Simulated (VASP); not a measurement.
# A VASP study of V3Sb2 (LDA): structure first, properties next, part 2 of 8

Wanted: the relaxed cell of V3Sb2 and its properties. The start is a computed cell from the Materials Project.

VASP 6.6.1; LDA, spin-polarised from a ferromagnetic start; plane waves and PAW (V_sv, Sb).

So far. Step 2 (Relaxing cell and atoms (LDA)): It ends with a largest force of 0.009 eV/Å and a pressure of 0.03 GPa.

## 3. Second relaxation

A relaxation keeps the plane waves of the cell it began with, so it is repeated from the new cell, on a basis made for it.

INCAR reads:

```
SYSTEM = V3Sb2
PREC = Accurate
ENCUT = 400
EDIFF = 1E-06
NELM = 100
ISMEAR = 1
SIGMA = 0.2
LREAL = .FALSE.
ALGO = Normal
GGA = CA
NBANDS = 72
ISPIN = 2
MAGMOM = 2 2 2 2 2 2 0 0 0 0
LASPH = .TRUE.
LMAXMIX = 4
LORBIT = 11
LWAVE = .FALSE.
LCHARG = .FALSE.
KPAR = 8
IBRION = 2
NSW = 60
ISIF = 3
EDIFFG = -0.01
```

POSCAR reads:

```
V3Sb2
1.0
   -5.3988009902      0.0000000000      0.0000000000
    2.6994004951     -4.6754988076      0.0000000000
    2.6994004951      1.5584996025      6.6653027918
V Sb
6 4
Direct
    0.7299257439      0.6016045548      0.3315302987
    0.7299257439      0.1283211891      0.3315302987
    0.2032091096      0.6016045548      0.3315302987
    0.7967908904      0.3983954452      0.6684697013
    0.2700742561      0.3983954452      0.6684697013
    0.2700742561      0.8716788109      0.6684697013
    0.2195697718      0.1097848859      0.3293546577
    0.7804302282      0.8902151141      0.6706453423
    0.6618531400      0.3309265700      0.9927797100
    0.3381468600      0.6690734300      0.0072202900
```

KPOINTS reads:

```
Automatic mesh
0
Gamma
6 6 6
0 0 0
```

The projector-augmented-wave data sets are V_sv and Sb (LDA family, release 64).

The run is started by

```
$ mpirun -np 8 vasp_std
```

The program printed:

```text
[banner, memory and clock lines left out]
running    8 mpi-ranks, on    1 nodes
 distrk:  each k-point on    1 cores,    8 groups
 distr:  one band on    1 cores,    1 groups

 POSCAR found type information on POSCAR V Sb
 POSCAR found :  2 types and      10 ions
 [... a notice as in an earlier step ...]

 LDA part: xc-table for (Slater(with rela. corr.)+CA(PZ))
 , standard interpolation
 POSCAR, INCAR and KPOINTS ok, starting setup
 FFT: planning ... GRIDC
 FFT: planning ... GRID_SOFT
 FFT: planning ... GRID
 WAVECAR not read
 entering main loop
       N       E                     dE             d eps       ncg     rms          rms(c)
DAV:   1     0.121534237461E+04    0.12153E+04   -0.46565E+04 10080   0.115E+03
DAV:   2    -0.137264349579E+02   -0.12291E+04   -0.11789E+04  9784   0.426E+02
DAV:   3    -0.832642456950E+02   -0.69538E+02   -0.66487E+02 10856   0.112E+02
DAV:   4    -0.851847713163E+02   -0.19205E+01   -0.19105E+01 10600   0.185E+01
DAV:   5    -0.852147743805E+02   -0.30003E-01   -0.29995E-01 10640   0.263E+00    0.506E+01
DAV:   6    -0.811661591806E+02    0.40486E+01   -0.39144E+01 10272   0.324E+01    0.126E+01
DAV:   7    -0.810169126944E+02    0.14925E+00   -0.55828E+00 10224   0.129E+01    0.121E+01
DAV:   8    -0.808199128469E+02    0.19700E+00   -0.10381E+00 10320   0.523E+00    0.329E+00
DAV:   9    -0.807960267859E+02    0.23886E-01   -0.12871E-01 11032   0.147E+00    0.959E-01
DAV:  10    -0.807923658319E+02    0.36610E-02   -0.20150E-02 10176   0.830E-01    0.510E-01
DAV:  11    -0.807918823259E+02    0.48351E-03   -0.16364E-03 10848   0.193E-01    0.122E-01
DAV:  12    -0.807918537700E+02    0.28556E-04   -0.28368E-04 10568   0.751E-02    0.539E-02
DAV:  13    -0.807918568847E+02   -0.31147E-05   -0.49040E-05 10080   0.346E-02    0.242E-02
DAV:  14    -0.807918588795E+02   -0.19948E-05   -0.36193E-06  8192   0.823E-03    0.981E-03
DAV:  15    -0.807918589153E+02   -0.35765E-07   -0.56921E-07  5728   0.398E-03
   1 F= -.80791859E+02 E0= -.80782783E+02  d E =-.807919E+02  mag=     0.0001
 curvature:   0.00 expect dE= 0.000E+00 dE for cont linesearch  0.000E+00
 trial: gam= 0.00000 g(F)=  0.128E-04 g(S)=  0.399E-04 ort = 0.000E+00 (trialstep = 0.100E+01)
 search vector abs. value=  0.527E-04
 reached required accuracy - stopping structural energy minimisation
```

It took 51 s on 8 MPI ranks of AMD EPYC 9R45, shared host; peak memory 3.6 GiB.

From OUTCAR (step 3):

```text
  LATTYP: Found a trigonal (rhomboedric) cell.
 ALAT       =     7.3581210475
 COS(alpha) =     0.7308274394

The static configuration has the point symmetry D_3d.

 Found     32 irreducible k-points:

   dimension x,y,z NGX =    36 NGY =   36 NGZ =   48
   dimension x,y,z NGXF=    72 NGYF=   72 NGZF=   96

   ENCUT  =  400.0 eV  29.40 Ry    5.42 a.u.   8.80  8.80 12.00*2*pi/ulx,y,z

   NELECT =      98.0000    total number of electrons

 E-fermi :  10.4718

 spin component 1
 k-point     1 :       0.0000    0.0000    0.0000
  band No.  band energies     occupation
    ...
     45       9.2431      1.00000
     46       9.3864      1.00000
     47       9.7295      1.00000
     48       9.7295      1.00000
     49       9.9143      1.00029
     50      10.9778     -0.00101
     51      11.5178     -0.00000
     52      11.5178     -0.00000
     53      11.6698     -0.00000
     54      11.6698     -0.00000
    ...

 k-point     2 :       0.1667   -0.0000    0.0000
  band No.  band energies     occupation
    ...
     45       9.2507      1.00000
     46       9.2848      1.00000
     47       9.7920      1.00001
     48       9.9158      1.00030
     49      10.3030      1.00041
     50      10.8933     -0.00557
     51      11.2962     -0.00000
     52      11.4967     -0.00000
     53      11.5977     -0.00000
     54      11.6947     -0.00000
    ...

 k-point     3 :       0.3333    0.0000   -0.0000
  band No.  band energies     occupation
    ...
     44       9.2750      1.00000
     45       9.6159      1.00000
     46       9.8693      1.00009
     47       9.8794      1.00012
     48      10.1287      1.01787
     49      10.5506      0.19351
     50      10.5819      0.10343
     51      10.9468     -0.00199
     52      11.2395     -0.00000
     53      11.6203     -0.00000
    ...

 k-point     4 :       0.5000   -0.0000    0.0000
  band No.  band energies     occupation
    ...
     45       9.6729      1.00000
     46       9.8652      1.00008
     47       9.9954      1.00193
     48      10.3018      1.00175
     49      10.4424      0.62303
     50      10.6233      0.02166
     51      10.6688     -0.02353
     52      11.0066     -0.00051
     53      11.4634     -0.00000
     54      11.5489     -0.00000
    ...

  Total       -0.0641281     -0.0641281     -0.0062439      0.0000000      0.0000000      0.0000000
  in kB       -0.6106799     -0.6106799     -0.0594593      0.0000000      0.0000000      0.0000000
  external PRESSURE =      -0.4269397 kB  Pullay stress =       0.0000000 kB

  energy-cutoff  :      400.00
  volume of cell :      168.25
      direct lattice vectors                 reciprocal lattice vectors
    -5.398800990  0.000000000  0.000000000    -0.185226313 -0.106940461  0.100020462
     2.699400495 -4.675498808  0.000000000     0.000000000 -0.213880923  0.050010231
     2.699400495  1.558499602  6.665302792     0.000000000  0.000000000  0.150030693

 POSITION                                       TOTAL-FORCE (eV/Angst)
 -----------------------------------------------------------------------------------
     -1.42182     -2.29611      2.20975        -0.003186      0.001840     -0.001094
     -2.69940     -0.08328      2.20975        -0.000000     -0.003679     -0.001094
      1.42182     -2.29611      2.20975         0.003186      0.001840     -0.001094
     -1.42182     -0.82089      4.45555        -0.003186     -0.001840      0.001094
      1.42182     -0.82089      4.45555         0.003186     -0.001840      0.001094
      2.69940     -3.03372      4.45555         0.000000      0.003679      0.001094
     -0.00000     -0.00000      2.19525         0.000000     -0.000000      0.009015
      0.00000     -3.11700      4.47005        -0.000000      0.000000     -0.009015
      0.00000     -0.00000      6.61718         0.000000      0.000000     -0.002746
     -0.00000     -3.11700      0.04813         0.000000     -0.000000      0.002746
 -----------------------------------------------------------------------------------
    total drift:                               -0.000000     -0.000000     -0.000000

  FREE ENERGIE OF THE ION-ELECTRON SYSTEM (eV)
  ---------------------------------------------------
  free  energy   TOTEN  =       -80.7918589153 eV

  energy  without entropy=      -80.7646298094  energy(sigma->0) =      -80.78278255

 total charge
# of ion       s       p       d       tot
------------------------------------------
    1        2.279   6.211   3.221  11.711
    2        2.279   6.211   3.221  11.711
    3        2.279   6.211   3.221  11.711
    4        2.279   6.211   3.221  11.711
    5        2.279   6.211   3.221  11.711
    6        2.279   6.211   3.221  11.711
    7        1.098   1.436   0.087   2.621
    8        1.098   1.436   0.087   2.621
    9        1.130   1.368   0.074   2.573
   10        1.130   1.368   0.074   2.573
--------------------------------------------------
tot         18.131  42.877  19.648  80.656

 magnetization (x)
# of ion       s       p       d       tot
------------------------------------------
    1        0.000   0.000   0.000   0.000
    2        0.000   0.000   0.000   0.000
    3        0.000   0.000   0.000   0.000
    4        0.000   0.000   0.000   0.000
    5        0.000   0.000   0.000   0.000
    6        0.000   0.000   0.000   0.000
    7        0.000   0.000   0.000   0.000
    8        0.000   0.000   0.000   0.000
    9       -0.000   0.000  -0.000   0.000
   10       -0.000   0.000  -0.000   0.000
--------------------------------------------------
tot          0.000   0.000   0.000   0.000

[... 3 parts as in an earlier step ...]

[... 11 further parts left out ...]
```

Little changed from the start: no atom moved by 0.005 Å and no cell edge by 0.1 %.

This step gave:

```yaml
free_energy_toten: -80.7919 eV
energy_at_zero_smearing: -80.7828 eV
pressure: -0.04269 GPa
scf_cycles_over_all_ionic_steps: 15
```

It ends with a largest force of 0.009 eV/Å and a pressure of -0.04 GPa. The volume moved by under 0.01 %: the run met its threshold at the first step.

## 4. Density, ELF and potential (LDA)

The relaxed cell gets a fresh self-consistent run, on a basis set for its own volume, to fix the density and to check the remaining stress.

INCAR, as its differences from that of step 3:

```diff
@@ -17,7 +17,5 @@
 LWAVE = .FALSE.
-LCHARG = .FALSE.
-KPAR = 8
-IBRION = 2
-NSW = 60
-ISIF = 3
-EDIFFG = -0.01
+LCHARG = .TRUE.
+ISIF = 2
+LELF = .TRUE.
+LVHAR = .TRUE.
```

POSCAR is that of step 3.

KPOINTS is that of step 3.

The run is started by

```
$ mpirun -np 8 vasp_std
```

The program printed:

```text
[banner, memory and clock lines left out]
running    8 mpi-ranks, on    1 nodes
 distrk:  each k-point on    8 cores,    1 groups
 distr:  one band on    1 cores,    8 groups

 POSCAR found type information on POSCAR V Sb
 POSCAR found :  2 types and      10 ions
 [... a notice as in an earlier step ...]

 LDA part: xc-table for (Slater(with rela. corr.)+CA(PZ))
 , standard interpolation
 POSCAR, INCAR and KPOINTS ok, starting setup
 FFT: planning ... GRIDC
 FFT: planning ... GRID_SOFT
 FFT: planning ... GRID
 WAVECAR not read
 entering main loop
       N       E                     dE             d eps       ncg     rms          rms(c)
[... 1 cycle as in an earlier step ...]
DAV:   2    -0.137264349598E+02   -0.12291E+04   -0.11789E+04  9784   0.426E+02
DAV:   3    -0.832642456975E+02   -0.69538E+02   -0.66487E+02 10856   0.112E+02
[... 1 cycle as in an earlier step ...]
DAV:   5    -0.852147743810E+02   -0.30003E-01   -0.29995E-01 10640   0.263E+00    0.506E+01
DAV:   6    -0.811661591824E+02    0.40486E+01   -0.39144E+01 10272   0.324E+01    0.126E+01
DAV:   7    -0.810169126965E+02    0.14925E+00   -0.55828E+00 10224   0.129E+01    0.121E+01
DAV:   8    -0.808199128491E+02    0.19700E+00   -0.10381E+00 10320   0.523E+00    0.329E+00
DAV:   9    -0.807960267865E+02    0.23886E-01   -0.12871E-01 11032   0.147E+00    0.959E-01
DAV:  10    -0.807923658350E+02    0.36610E-02   -0.20150E-02 10176   0.830E-01    0.510E-01
DAV:  11    -0.807918823278E+02    0.48351E-03   -0.16364E-03 10848   0.193E-01    0.122E-01
DAV:  12    -0.807918537722E+02    0.28556E-04   -0.28368E-04 10568   0.751E-02    0.539E-02
DAV:  13    -0.807918568858E+02   -0.31136E-05   -0.49040E-05 10080   0.346E-02    0.242E-02
DAV:  14    -0.807918588805E+02   -0.19947E-05   -0.36193E-06  8192   0.823E-03    0.981E-03
DAV:  15    -0.807918589169E+02   -0.36354E-07   -0.56921E-07  5728   0.398E-03
   1 F= -.80791859E+02 E0= -.80782783E+02  d E =-.272291E-01  mag=     0.0001
```

Elapsed: 58 s, on 8 MPI ranks; peak memory 1.4 GiB.

Parts of OUTCAR (step 4):

```text
The static configuration has the point symmetry D_3d.

 Found     32 irreducible k-points:

   NELECT =      98.0000    total number of electrons

 E-fermi :  10.4718

  Total       -0.0641281     -0.0641281     -0.0062438      0.0000000      0.0000000      0.0000000
  in kB       -0.6106801     -0.6106801     -0.0594589      0.0000000      0.0000000      0.0000000
  external PRESSURE =      -0.4269397 kB  Pullay stress =       0.0000000 kB

 POSITION                                       TOTAL-FORCE (eV/Angst)
 -----------------------------------------------------------------------------------
     -1.42182     -2.29611      2.20975        -0.003186      0.001840     -0.001094
     -2.69940     -0.08328      2.20975        -0.000000     -0.003679     -0.001094
      1.42182     -2.29611      2.20975         0.003186      0.001840     -0.001094
     -1.42182     -0.82089      4.45555        -0.003186     -0.001840      0.001094
      1.42182     -0.82089      4.45555         0.003186     -0.001840      0.001094
      2.69940     -3.03372      4.45555         0.000000      0.003679      0.001094
     -0.00000     -0.00000      2.19525        -0.000000     -0.000000      0.009015
      0.00000     -3.11700      4.47005         0.000000      0.000000     -0.009015
      0.00000     -0.00000      6.61718         0.000000      0.000000     -0.002746
     -0.00000     -3.11700      0.04813        -0.000000     -0.000000      0.002746
 -----------------------------------------------------------------------------------
    total drift:                               -0.000000     -0.000000     -0.000000

  FREE ENERGIE OF THE ION-ELECTRON SYSTEM (eV)
  ---------------------------------------------------
  free  energy   TOTEN  =       -80.7918589169 eV

  energy  without entropy=      -80.7646298110  energy(sigma->0) =      -80.78278255

[... 23 parts as in an earlier step ...]
```

With spin, VASP writes an ELF for each channel.

This step gave:

```
SCF cycles : 15
```

Valence electrons inside each PAW sphere by angular momentum. Sphere charges, by row:

| atom | s (e) | p (e) | d (e) | tot (e) |
| --- | --- | --- | --- | --- |
| V1 | 2.279 | 6.211 | 3.221 | 11.71 |
| V2 | 2.279 | 6.211 | 3.221 | 11.71 |
| V3 | 2.279 | 6.211 | 3.221 | 11.71 |
| V4 | 2.279 | 6.211 | 3.221 | 11.71 |
| V5 | 2.279 | 6.211 | 3.221 | 11.71 |
| V6 | 2.279 | 6.211 | 3.221 | 11.71 |
| Sb7 | 1.098 | 1.436 | 0.087 | 2.621 |
| Sb8 | 1.098 | 1.436 | 0.087 | 2.621 |
| Sb9 | 1.13 | 1.368 | 0.074 | 2.573 |
| Sb10 | 1.13 | 1.368 | 0.074 | 2.573 |

Electrostatic potential energy in the ac plane of the conventional cell at fractional y = 0.000, with atoms of V and Sb within 0.2 Å of it. With pseudopotentials it is smooth inside the atoms' cores, unlike the true potential.

Ten even steps from '_' (-81 eV) to '@' (3 eV), each cell a mean:
```
@@@@@@@@@@@@@@@@@@@@@@@@@@@@@@
++**%%@@@@@@######%%@@@@@@##++
____++%%@@**--::::++%%@@##::__
==**%%@@@@%%##****%%@@@@@@##++
@@@@@@%%%%@@@@@@@@@@%%%%@@@@@@
@@@@@@####%%@@@@@@@@####%%@@@@
##%%@@@@@@@@@@@@@@@@@@@@@@%%%%
__..++@@@@@@@@@@@@@@@@@@##--__
..--##@@@@@@@@@@@@@@@@@@%%++::
@@@@@@@@@@@@@@@@@@@@@@@@@@@@@@
@@@@##****%%@@@@@@@@##**##%%@@
@@@@@@%%%%@@@@@@@@@@@@%%@@@@@@
@@@@%%%%%%@@@@@@@@@@%%%%%%@@@@
@@@@%%**##%%@@@@@@@@##**##%%@@
%%%%@@@@@@@@@@@@@@@@@@@@@@@@%%
__::**@@@@@@@@@@@@@@@@@@%%--..
..::**@@@@@@@@@@@@@@@@@@%%==..
%%@@@@@@@@@@@@@@@@@@@@@@@@@@%%
@@@@%%####%%@@@@@@%%####%%@@@@
@@@@@@@@@@@@@@@@@@@@@@@@@@@@@@
::==##@@@@%%**++++##@@@@%%++--
__..++%%@@##==::--++%%@@##::__
**%%@@@@@@@@%%%%%%@@@@@@@@%%##
@@@@@@@@@@@@@@@@@@@@@@@@@@@@@@
```
Columns run along a (5.4 Å; values clipped at the 3rd and 97th percentile), rows up along c (20.0 Å), edges of the conventional cell, whose origin can differ from the input's. Atoms in or near the plane, at fractional coordinates: V at (0.49, 0.11), V at (0.51, 0.89), Sb at (0.00, 0.11), Sb at (0.00, 0.89), Sb at (0.00, 0.33), Sb at (0.00, 0.67).

ELF of up spins in the ac plane of the conventional cell at fractional y = 0.000, with atoms of V and Sb within 0.2 Å of it. It is the smooth field of the valence electrons, not physical close to the nuclei.

Values, 24 rows by 15 columns, each cell a mean:
```
0.33 0.27 0.17 0.12 0.16 0.26 0.38 0.44 0.42 0.32 0.20 0.12 0.14 0.22 0.31
0.79 0.77 0.69 0.50 0.25 0.16 0.27 0.36 0.33 0.21 0.18 0.37 0.62 0.75 0.79
0.52 0.65 0.74 0.62 0.24 0.26 0.62 0.64 0.65 0.45 0.17 0.45 0.72 0.71 0.57
0.69 0.68 0.61 0.46 0.29 0.23 0.34 0.41 0.38 0.27 0.24 0.38 0.55 0.65 0.69
0.59 0.45 0.25 0.19 0.18 0.21 0.33 0.46 0.41 0.25 0.18 0.19 0.21 0.34 0.54
0.41 0.29 0.20 0.25 0.23 0.14 0.25 0.46 0.36 0.15 0.17 0.27 0.23 0.23 0.36
0.72 0.66 0.51 0.32 0.19 0.17 0.26 0.36 0.32 0.20 0.17 0.25 0.42 0.60 0.70
0.61 0.71 0.74 0.61 0.37 0.23 0.24 0.28 0.26 0.23 0.28 0.50 0.71 0.75 0.65
0.69 0.74 0.73 0.56 0.33 0.23 0.24 0.28 0.27 0.23 0.27 0.45 0.67 0.75 0.71
0.60 0.50 0.34 0.23 0.16 0.16 0.27 0.38 0.33 0.20 0.15 0.20 0.28 0.42 0.56
0.43 0.27 0.27 0.37 0.27 0.15 0.26 0.45 0.36 0.16 0.18 0.35 0.34 0.24 0.36
0.47 0.35 0.26 0.27 0.25 0.22 0.26 0.32 0.29 0.22 0.23 0.27 0.26 0.29 0.43
0.46 0.32 0.24 0.27 0.23 0.18 0.25 0.34 0.30 0.20 0.20 0.27 0.25 0.26 0.40
0.43 0.28 0.27 0.35 0.25 0.13 0.26 0.46 0.38 0.17 0.19 0.32 0.31 0.23 0.37
0.67 0.59 0.44 0.29 0.19 0.18 0.26 0.34 0.31 0.20 0.17 0.22 0.36 0.53 0.65
0.63 0.71 0.73 0.59 0.36 0.24 0.25 0.28 0.27 0.23 0.28 0.48 0.69 0.74 0.67
0.67 0.74 0.75 0.59 0.35 0.23 0.24 0.28 0.26 0.22 0.27 0.47 0.69 0.76 0.70
0.65 0.56 0.40 0.25 0.17 0.16 0.27 0.40 0.34 0.20 0.15 0.21 0.32 0.49 0.62
0.41 0.29 0.21 0.28 0.24 0.13 0.24 0.46 0.37 0.16 0.19 0.28 0.23 0.23 0.37
0.64 0.51 0.31 0.21 0.19 0.23 0.34 0.42 0.38 0.27 0.21 0.19 0.24 0.41 0.60
0.65 0.67 0.65 0.52 0.28 0.22 0.40 0.49 0.46 0.30 0.21 0.41 0.61 0.68 0.66
0.56 0.68 0.76 0.63 0.25 0.25 0.59 0.63 0.64 0.42 0.17 0.45 0.73 0.73 0.61
0.78 0.73 0.61 0.42 0.22 0.17 0.23 0.29 0.26 0.19 0.18 0.32 0.53 0.68 0.76
0.20 0.15 0.10 0.09 0.15 0.28 0.42 0.49 0.46 0.35 0.20 0.11 0.09 0.13 0.18
```
Columns run along a (5.4 Å), rows up along c (20.0 Å), edges of the conventional cell, whose origin can differ from the input's. Atoms in or near the plane, at fractional coordinates: V at (0.49, 0.11), V at (0.51, 0.89), Sb at (0.00, 0.11), Sb at (0.00, 0.89), Sb at (0.00, 0.33), Sb at (0.00, 0.67).

Valence density in the ac plane of the conventional cell at fractional y = 0.000, with atoms of V and Sb within 0.2 Å of it. It is the smooth field of the valence electrons, not physical close to the nuclei.

Ten steps, logarithmic in the rise over the least value, from '0' (0 e/Å³) to '9' (11 e/Å³), each cell a mean:
```
222222333222222
333333465433333
023335899633331
333333566433333
333333333333333
333443333344433
333332222233333
133322222223332
233322222223333
333333322333333
334553333345543
333333333333333
333443333334433
334553333345543
333332222233333
233322222223332
233322222223332
333333333333333
333443333344433
333333333333333
333334687533333
033335899633332
333223344322333
222222333222222
```
Columns run along a (5.4 Å), rows up along c (20.0 Å), edges of the conventional cell, whose origin can differ from the input's. Atoms in or near the plane, at fractional coordinates: V at (0.49, 0.11), V at (0.51, 0.89), Sb at (0.00, 0.11), Sb at (0.00, 0.89), Sb at (0.00, 0.33), Sb at (0.00, 0.67).

In this run the pressure is -0.04 GPa, small enough to go on; single stress components reach 0.06 GPa.

(Part 2 of 8 ends here.)

[Lines on the potential files, build, host, timing and source positions are cut from VASP's logs without a mark.]

[Logs are printed without paths, hosts, clocks, repeated set-up lines and the standing remarks that a program may print on its own settings, such as how far it seeks lower states.]

[Hosts, paths, dates, database ids (printed as entryN), source tags and the programs' standing remarks are cut or masked in the printed files.]

[A measured line is paired with the nearest computed mode of its activity, which favours agreement.]

[In band tables of VASP the shares of atoms and orbitals are scaled to a sum of 1 inside the atoms' spheres.]
